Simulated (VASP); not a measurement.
Consider the following.

```
CELL_PARAMETERS angstrom
      1.92525    -3.33462     0.00000
      1.92525     3.33462     0.00000
      0.00000     0.00000     5.60368
ATOMIC_POSITIONS crystal
  La 0.33333 0.66667 0.23564
  La 0.66667 0.33333 0.76436
  O  0.00000 0.00000 0.00000
  O  0.33333 0.66667 0.65403
  O  0.66667 0.33333 0.34597
```

All values below come from PBE GGA, VASP's PBE PAW potentials (set 64) (plane waves; VASP). Numerical set-up: 620 eV cut-off, 7×7×4 Γ-centred mesh, Gaussian smearing of 0.050 eV, potentials La O.

Energy and stress use the plane-wave basis of the starting cell.

### Question
The ions, cell shape and volume at an external pressure of 30.0 GPa are relaxed. Which structure does the run end with?

### Answer

```
CELL_PARAMETERS angstrom
      1.91368    -3.31458     0.00000
      1.91368     3.31458     0.00000
      0.00000     0.00000     5.39026
ATOMIC_POSITIONS crystal
  La 0.33333 0.66667 0.23100
  La 0.66667 0.33333 0.76900
  O  0.00000 0.00000 0.00000
  O  0.33333 0.66667 0.65818
  O  0.66667 0.33333 0.34182
```
Space group P-3m1 (164), at a tolerance of 0.03 Å.

### Question
How do energy and volume change from the first to the last step?

### Answer
The energy (σ→0) changes by +110.7 meV/atom and the volume by -5.0 %, in 12 ionic steps.

The compound is La2O3 in the a-type structure. This run relaxes it under an external pressure of 30 GPa. Symmetry was kept, so distortions that lower it aren't found.
